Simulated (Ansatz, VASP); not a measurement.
**TiH: VASP beside Ansatz**

Aim: how closely do two programs agree when they are given the same cell, functional and k mesh? The cell is taken from a series of runs on this material, whose earlier steps may have relaxed, scaled, displaced or heated it; both programs get it as it stands.

Main program and level: Ansatz 0.2.0; plane waves, with VASP 6.6.1 beside it; single point at LDA.

### Step 1. The starting structure

The structure is cubic, space group Fm-3m (No. 225). Conventional cell: a = 4.179 Å, b = 4.179 Å, c = 4.179 Å, α = 90.00°, β = 90.00°, γ = 90.00°. Nearest to Ti lie 6 H at 2.09 Å. Nearest to H lie 6 Ti at 2.09 Å. Farther neighbours are not listed.

### Step 2. VASP: single point, LDA, pair 1

With cell and atoms fixed, the geometry can't cause a difference; cores, projectors, grids and the points listed under the comparison can.

Lines of VASP's logs that name or quote its potential files are left out, and so is its time.

File INCAR:

```
SYSTEM = TiH
PREC = Accurate
ENCUT = 500
EDIFF = 1E-06
NELM = 120
ISMEAR = 0
SIGMA = 0.1
LREAL = .FALSE.
ALGO = Normal
GGA = PW92
NBANDS = 12
LASPH = .TRUE.
LORBIT = 11
LWAVE = .FALSE.
LCHARG = .FALSE.
ISIF = 2
GGA_COMPAT = .FALSE.
```

File POSCAR:

```
TiH
1.0
    0.0000000000      2.0896972200      2.0896972200
    2.0896972200      0.0000000000      2.0896972200
    2.0896972200      2.0896972200      0.0000000000
Ti H
1 1
Direct
    0.0000000000      0.0000000000      0.0000000000
    0.5000000000      0.5000000000      0.5000000000
```

File KPOINTS:

```
Automatic mesh
0
Gamma
8 8 8
0 0 0
```

PAW data sets: Ti_sv and H (LDA family, release 64).

On the command line:

```
$ mpirun -np 1 vasp_std
```

Numbers of over 12 decimals in the logs are rounded to 6 here.

Log:

```text
[banner, memory and clock lines left out]
running    1 mpi-ranks, on    1 nodes
 distrk:  each k-point on    1 cores,    1 groups
 distr:  one band on    1 cores,    1 groups

 POSCAR found type information on POSCAR TiH
 POSCAR found :  2 types and       2 ions
|                                                                             |
|               ----> ADVICE to this user running VASP <----                  |
|                                                                             |
|     You enforced a specific xc type in the INCAR file but a different       |
|     [... a line on the potential file left out ...]
|     I HOPE YOU KNOW WHAT YOU ARE DOING!                                     |
|                                                                             |

 LDA part: xc-table for (Slater(with rela. corr.)+PW92), standard interpolation
 POSCAR, INCAR and KPOINTS ok, starting setup
 FFT: planning ... GRIDC
 FFT: planning ... GRID_SOFT
 FFT: planning ... GRID
 WAVECAR not read
 entering main loop
       N       E                     dE             d eps       ncg     rms          rms(c)
DAV:   1     0.837150943030E+02    0.83715E+02   -0.66390E+03   696   0.122E+03
DAV:   2    -0.992573587801E+01   -0.93641E+02   -0.91102E+02   716   0.305E+02
DAV:   3    -0.143599449598E+02   -0.44342E+01   -0.43355E+01   984   0.677E+01
DAV:   4    -0.144499779088E+02   -0.90033E-01   -0.89803E-01   788   0.880E+00
DAV:   5    -0.144527201104E+02   -0.27422E-02   -0.27419E-02   864   0.129E+00    0.106E+01
DAV:   6    -0.129095124080E+02    0.15432E+01   -0.26447E+00   736   0.271E+01    0.234E+00
DAV:   7    -0.128667183233E+02    0.42794E-01   -0.12784E-01   820   0.335E+00    0.123E+00
DAV:   8    -0.128636816654E+02    0.30367E-02   -0.35604E-02   824   0.247E+00    0.349E-01
DAV:   9    -0.128646572420E+02   -0.97558E-03   -0.31974E-03   840   0.555E-01    0.760E-02
DAV:  10    -0.128645723803E+02    0.84862E-04   -0.25274E-04   764   0.187E-01    0.197E-02
DAV:  11    -0.128645634386E+02    0.89417E-05   -0.51679E-05   740   0.113E-01    0.180E-02
DAV:  12    -0.128645627148E+02    0.72379E-06   -0.94506E-06   748   0.390E-02
   1 F= -.12864563E+02 E0= -.12861160E+02  d E =-.680476E-02
```

Parts of OUTCAR (step 2):

```text
ion  position               nearest neighbor table
   1  0.000  0.000  0.000-
   2  0.500  0.500  0.500-

  LATTYP: Found a face centered cubic cell.
 ALAT       =     4.1793944400

 Subroutine GETGRP returns: Found 48 space group operations
 (whereof 48 operations were pure point group operations)

The static configuration has the point symmetry O_h .

 Found     29 irreducible k-points:

   k-points           NKPTS =     29   k-points in BZ     NKDIM =     29   number of bands    NBANDS=     12

   dimension x,y,z NGX =    24 NGY =   24 NGZ =   24
   dimension x,y,z NGXF=    48 NGYF=   48 NGZF=   48

   ENCUT  =  500.0 eV  36.75 Ry    6.06 a.u.   5.39  5.39  5.39*2*pi/ulx,y,z

   NELECT =      13.0000    total number of electrons

 k-points in reciprocal lattice and weights: Automatic mesh
   0.00000000  0.00000000  0.00000000       0.002
   0.12500000  0.00000000  0.00000000       0.016
   0.25000000  0.00000000  0.00000000       0.016
   0.37500000  0.00000000  0.00000000       0.016
   0.50000000  0.00000000  0.00000000       0.008
   0.12500000  0.12500000  0.00000000       0.012
   0.25000000  0.12500000  0.00000000       0.047
   0.37500000  0.12500000  0.00000000       0.047
   0.50000000  0.12500000  0.00000000       0.047
[...]
-0.37500000  0.50000000  0.12500000       0.023
  -0.25000000  0.50000000  0.25000000       0.012

 average (electrostatic) potential at core
       1 -72.0342       2 -28.5156

 E-fermi :   8.5253

 k-point     1 :       0.0000    0.0000    0.0000
  band No.  band energies     occupation
      1     -47.5143      2.00000
      2     -23.8221      2.00000
      3     -23.8221      2.00000
      4     -23.8221      2.00000
      5      -0.8291      2.00000
      6       9.1943      0.00000
      7       9.1943      0.00000
      8       9.1943      0.00000
      9      10.6300      0.00000
     10      10.6301      0.00000
    ...

 k-point     2 :       0.1250    0.0000    0.0000
  band No.  band energies     occupation
      1     -47.4980      2.00000
      2     -23.9197      2.00000
      3     -23.8336      2.00000
      4     -23.8336      2.00000
      5      -0.3962      2.00000
      6       8.8668      0.00000
      7       9.3377      0.00000
      8       9.3377      0.00000
      9      10.5104      0.00000
     10      10.5104      0.00000
    ...

 k-point     3 :       0.2500    0.0000    0.0000
  band No.  band energies     occupation
    ...
      2     -24.1503      2.00000
      3     -23.8610      2.00000
      4     -23.8610      2.00000
      5       0.7919      2.00000
      6       7.9550      2.00000
      7       9.2999      0.00000
      8       9.2999      0.00000
      9      10.7176      0.00000
     10      10.7176      0.00000
     11      15.9385      0.00000
    ...

  Total       -0.8582187     -0.8582187     -0.8582187      0.0000000      0.0000000      0.0000000
  in kB      -75.3404942    -75.3404942    -75.3404942      0.0000000      0.0000000      0.0000000
  external PRESSURE =     -75.3404942 kB  Pullay stress =       0.0000000 kB

  energy-cutoff  :      500.00
  volume of cell :       18.25
      direct lattice vectors                 reciprocal lattice vectors
     0.000000000  2.089697220  2.089697220    -0.239269113  0.239269113  0.239269113
     2.089697220  0.000000000  2.089697220     0.239269113 -0.239269113  0.239269113
     2.089697220  2.089697220  0.000000000     0.239269113  0.239269113 -0.239269113

 POSITION                                       TOTAL-FORCE (eV/Angst)
 -----------------------------------------------------------------------------------
      0.00000      0.00000      0.00000        -0.000000     -0.000000      0.000000
      2.08970      2.08970      2.08970         0.000000      0.000000      0.000000
 -----------------------------------------------------------------------------------
    total drift:                                0.000000     -0.000000     -0.000000

  FREE ENERGIE OF THE ION-ELECTRON SYSTEM (eV)
  ---------------------------------------------------
  free  energy   TOTEN  =       -12.8645627148 eV

  energy  without entropy=      -12.8577579583  energy(sigma->0) =      -12.86116034

 total charge
# of ion       s       p       d       tot
------------------------------------------
    1        2.198   6.146   1.994  10.338
    2        0.517   0.020   0.000   0.537
--------------------------------------------------
tot          2.715   6.166   1.994  10.875

[... 3 further parts left out ...]
```

The run ends at a pressure of -7.53 GPa.

### Step 3. Ansatz: single point, LDA, pair 1

Ansatz runs on its default PAW (the set named soft_2) files.

The same cell, functional (in two slightly different forms), mesh and smearing now go to Ansatz, which takes its cutoff from its data sets.

File input.yaml:

```yaml
crystal:
  lattice:
    - [0.0, 2.08969722, 2.08969722]
    - [2.08969722, 0.0, 2.08969722]
    - [2.08969722, 2.08969722, 0.0]
  atoms:
    - { symbol: Ti, position: [0.0, 0.0, 0.0] }
    - { symbol: H, position: [0.5, 0.5, 0.5] }
kpoints:
  mp_grid: { grid: [8, 8, 8] }
hamiltonian:
  xc: lda
scf:
  occupations: { method: gaussian, width: 0.1 }
output:
  forces: true
  stress: true
  eigenvalues: true
```

On the command line:

```
$ ansatz run input.yaml --threads 4 --pin off --max-ram 7168MiB --backend cpu --events-out ev --progress --plain --runs-dir out
```

Log:

```text
Engine: ansatz 0.2.0, aarch64-unknown-linux-gnu
Pseudopotentials: kind: paw
Pseudopotential: Ti, paw, valence charge 12, recommended cutoff 420 eV (normal), Ti.paw.azcp
Pseudopotential: H, paw, valence charge 1, recommended cutoff 420 eV (normal), H.paw.azcp
Functional definition: SPW92
  exchange = slater_x
  correlation = pw_c
Crystal: 2 atoms, lattice volume = 18.251 Å³
Basis set: ecut = 420 eV, 339 PW (Γ)
Bands: 11, of which v1, the nominal top of the filled ones, is band 7 counted from 1 (6 counted from 0)
Symmetry: 48 space group operations
Space group: Fm-3m (ITA 225), of the structure as read, at distance tolerance 2.6e-5 Å
k-points: 29 of 512
Non-local potential: Ti, projectors of the file, l = 0: 3, l = 1: 2, l = 2: 3, l = 3: 1
Non-local potential: H, projectors of the file, l = 0: 2, l = 1: 1
PAW form: soft (Blöchl's): semilocal exchange-correlation on the pseudo side does not see the compensation charge
PAW frozen core: Ti, regenerated for the run's functional, and the local potential with it (the file was generated under x = pbe(κ = 0.804, μ = 0.219515), c = pbe(β = 0.066725))
PAW one-centre angular grid: Ti, 590 points (default); XC on 64 Gauss nodes
PAW one-centre angular grid: H, 110 points (default); XC on 64 Gauss nodes
Initial density: superposition of atomic densities (neutral atoms: chi_scale 0, normalization atom), corrected by the library's trained network
Initial wavefunctions: pseudopotential atomic-orbital guess
Functional: x = slater, c = lda
SCF iter   1: F=—  HF=-2466.766432 eV  |F-HF|=—  |Δ(HF+E_count)|=         —  Δρ=1.05e-2  dr2=1.50e-2  ethr=1.77e-3  ⟨swp⟩=4.3  Hψ=1632  notcnv=0
preconditioner: auto → none  [insulator: Δε(μ)=0.144 eV  Ē_g=6.544 eV  σ=0.100 eV  W_gap=0.61  n_scr=0 (ndim 8)  ℏωp=19.4 eV  f_vac=0.000  D(μ)=1.26/eV (n_scr^D=14)  ε∞_Penn≈9.8]
SCF iter   2: F=—  HF=-2466.760756 eV  |F-HF|=—  |Δ(HF+E_count)|=   5.68e-3  Δρ=3.28e-3  dr2=1.39e-3  ethr=1.15e-4  ⟨swp⟩=2.0  Hψ=650  notcnv=0  defer=3
SCF iter   3: F=—  HF=-2466.760331 eV  |F-HF|=—  |Δ(HF+E_count)|=   4.26e-4  Δρ=1.18e-3  dr2=2.08e-4  ethr=1.07e-5  ⟨swp⟩=2.0  Hψ=341  notcnv=0  defer=3
SCF iter   4: F=—  HF=-2466.760272 eV  |F-HF|=—  |Δ(HF+E_count)|=   5.86e-5  Δρ=3.11e-4  dr2=3.86e-6  ethr=1.60e-6  ⟨swp⟩=2.9  Hψ=500  notcnv=0  defer=3
SCF iter   5: F=—  HF=-2466.760270 eV  |F-HF|=—  |Δ(HF+E_count)|=   1.97e-6  Δρ=1.85e-5  dr2=2.37e-8  ethr=2.97e-8  ⟨swp⟩=2.0  Hψ=491  notcnv=0  defer=3
SCF iter   6: F=-2466.760270 eV  HF=-2466.760270 eV  |F-HF|=6.37e-12  |Δ(HF+E_count)|=   5.48e-9  Δρ=1.18e-6  dr2=1.31e-10  ethr=1.82e-10  ⟨swp⟩=3.1  Hψ=1023  notcnv=0
SCF 1 converged in 6 iterations: F = -2466.760270 eV  dr2 = 1.31e-10
  greatest PAW one-centre occupation: 0.999 electrons in one spin orbital (limit 2), on the Ti atom at site 0 (counted from 0), in its partial waves of l = 0
SCF converged after 6 iterations
Free energy (F): -2466.760270 eV
Harris-Foulkes:  -2466.760270 eV  (|F-HF|=6.37e-12)
Internal energy: -2466.753624 eV  (E = F + TS)
E sigma→0 (E₀):  -2466.756947 eV
Entropy (-TS):   -0.006646 eV (-3.323 meV/atom)
Fermi energy:    13.350438 eV
--- Per-component energies (eV) ---
  E_band       = -150.040381
  E_kinetic    = 287.389916
  E_local      = -798.974734  (includes V_loc(G=0)·N_el)
  E_nonlocal   = 13.360075
  E_hartree    = 327.556262
  E_xc         = -106.473241
  E_vxc        = -134.465433  (∫ρ·V_xc dr)
  E_paw        = -999.625588  (= ΣΔE_a)
  E_vpaw       = -172.461255  (= ΣTr[D̂ρ^β])
  E_aug_tail   = -0.001218  (compensation charges beyond the density's cutoff)
  E_ewald      = -1190.311046
  E_core_change = 0.325950  (= ΣΔE_core)
  E_smearing   = -0.006646  (= −TS)
  E_closure    = 0.000000  (closes the sum)
  Σ components = -2466.760270   (vs F -2466.760270, Δ=0.00e0)
--- Forces (eV/Å), atoms counted from 1 ---
  atom   1  Ti    -0.00000000    -0.00000000     0.00000000
  atom   2  H      0.00000000     0.00000000    -0.00000000
  max |Σ_I F_I| component: 5.92e-31 eV/Å
--- Stress (GPa, compression-positive) ---
       -7.489573      -0.000000      -0.000000
       -0.000000      -7.489573       0.000000
       -0.000000       0.000000      -7.489573
  P = ⅓ Tr σ = -7.4896 GPa (-74.896 kbar)
--- Band table (eV; the first three rows and the last of 29) ---
  k-point 0: bands = [... 3 lower, -19.0160, 3.9763, 14.0241, 14.0241, 14.0241, 15.4649, 15.4649, 24.1251]
  k-point 1: bands = [... 3 lower, -19.0274, 4.4105, 13.6956, 14.1679, 14.1679, 15.3450, 15.3450, 22.6233]
  k-point 2: bands = [... 3 lower, -19.0549, 5.6018, 12.7805, 14.1305, 14.1305, 15.5525, 15.5525, 20.7542]
  k-point 28: bands = [... 3 lower, -19.2504, 7.4150, 12.6164, 12.6164, 14.8038, 16.9894, 19.3599, 20.5600]
```

In the SCF lines HF is the Harris–Foulkes energy and dr2 the Hartree energy of the density residual, in eV; the loop may stop once dr2 is under the threshold and the program's other checks hold. Hψ counts applications of the Hamiltonian.

The run ends at a pressure of -7.49 GPa.

### Step 4. Comparison

Known differences besides the potentials themselves: the cutoff is 420 eV in Ansatz and 500 eV in VASP; VASP's log shows a relativistic correction to its local exchange, Ansatz's none. Total energies have different zeros and are not compared.

Compared:

```
      quantity  Ansatz   VASP  difference
pressure (GPa)   -7.49  -7.53       +0.04
```

### Step 5. Ansatz: single point, LDA, pair 2

A single point gives forces, pressure and levels at one fixed geometry, so differences don't come from the geometry; what else differs is listed under the comparison. The cell compared in this pair holds 16.75 Å³, against 18.25 Å³ for the pair before.

The cell is taken from a series of runs on this material, whose earlier steps may have relaxed, scaled, displaced or heated it; both programs get it as it stands.

File input.yaml:

```yaml
crystal:
  lattice:
    - [0.0, 2.0308421318, 2.0308421318]
    - [2.0308421318, 0.0, 2.0308421318]
    - [2.0308421318, 2.0308421318, 0.0]
  atoms:
    - { symbol: Ti, position: [0.0, 0.0, 0.0] }
    - { symbol: H, position: [0.5, 0.5, 0.5] }
kpoints:
  mp_grid: { grid: [16, 16, 16] }
hamiltonian:
  xc: lda
scf:
  occupations: { method: methfessel_paxton, width: 0.15 }
output:
  forces: true
  stress: true
  eigenvalues: true
  write_density: true
  write_potential: true
  elf: true
  volumetric_format: npy
```

Log:

```text
[...]
Crystal: 2 atoms, lattice volume = 16.752 Å³
Basis set: ecut = 420 eV, 331 PW (Γ)
Bands: 11, of which v1, the nominal top of the filled ones, is band 7 counted from 1 (6 counted from 0)
Symmetry: 48 space group operations
[...]
k-points: 145 of 4096
[...]
--- Band table (eV; the first three rows and the last of 145) ---
  k-point 0: bands = [... 3 lower, -17.3559, 4.9974, 15.4725, 15.4725, 15.4725, 17.1044, 17.1044, 26.3789]
  k-point 1: bands = [... 3 lower, -17.3597, 5.1176, 15.3776, 15.5212, 15.5212, 17.0579, 17.0579, 25.8306]
  k-point 2: bands = [... 3 lower, -17.3707, 5.4693, 15.1037, 15.6336, 15.6336, 16.9641, 16.9641, 24.7052]
  k-point 144: bands = [... 3 lower, -17.6668, 8.4252, 13.9766, 13.9766, 16.3573, 18.8233, 21.4362, 22.6891]
[key lines of the parts left out:]
SCF converged after 5 iterations
Free energy (F): -2466.769255 eV
Fermi energy:    14.769134 eV
P = ⅓ Tr σ = 5.1779 GPa (51.779 kbar)
```

The run ends at a pressure of 5.18 GPa.

### Step 6. VASP: single point, LDA, pair 2

The same cell, functional (in two slightly different forms), mesh and smearing now go to VASP, with its own data sets.

Edit INCAR of step 2 so:

```diff
@@ -5,4 +5,4 @@
 NELM = 120
-ISMEAR = 0
-SIGMA = 0.1
+ISMEAR = 1
+SIGMA = 0.15
 LREAL = .FALSE.
```

File POSCAR:

```
TiH
1.0
    0.0000000000      2.0308421318      2.0308421318
    2.0308421318      0.0000000000      2.0308421318
    2.0308421318      2.0308421318      0.0000000000
Ti H
1 1
Direct
    0.0000000000      0.0000000000      0.0000000000
    0.5000000000      0.5000000000      0.5000000000
```

File KPOINTS:

```
Automatic mesh
0
Gamma
16 16 16
0 0 0
```

On the command line:

```
$ mpirun -np 1 vasp_std
```

Log:

```text
[banner, memory and clock lines left out]
running    1 mpi-ranks, on    1 nodes
[...]
[... a notice as in an earlier step ...]

 LDA part: xc-table for (Slater(with rela. corr.)+PW92), standard interpolation
 POSCAR, INCAR and KPOINTS ok, starting setup
[...]
entering main loop
       N       E                     dE             d eps       ncg     rms          rms(c)
DAV:   1     0.872522110922E+02    0.87252E+02   -0.67009E+03  3504   0.123E+03
DAV:   2    -0.992949453615E+01   -0.97182E+02   -0.94347E+02  3600   0.317E+02
DAV:   3    -0.142135184574E+02   -0.42840E+01   -0.42146E+01  4640   0.676E+01
DAV:   4    -0.143283120225E+02   -0.11479E+00   -0.11418E+00  4000   0.953E+00
[...]
DAV:  10    -0.128725536503E+02    0.82224E-04   -0.32551E-04  3816   0.235E-01    0.182E-02
DAV:  11    -0.128725380932E+02    0.15557E-04   -0.38924E-05  3852   0.109E-01    0.109E-02
DAV:  12    -0.128725374651E+02    0.62814E-06   -0.42644E-06  3892   0.266E-02
   1 F= -.12872537E+02 E0= -.12872859E+02  d E =0.965595E-03
```

(Part 1 of 2 ends here.)

[Lines on the potential files, build, host, timing and source positions are cut from VASP's logs without a mark.]

[Logs are printed without paths, hosts, clocks, repeated set-up lines and the standing remarks that a program may print on its own settings, such as how far it seeks lower states.]

[Hosts, paths, dates, database ids (printed as entryN), source tags and the programs' standing remarks are cut or masked in the printed files.]
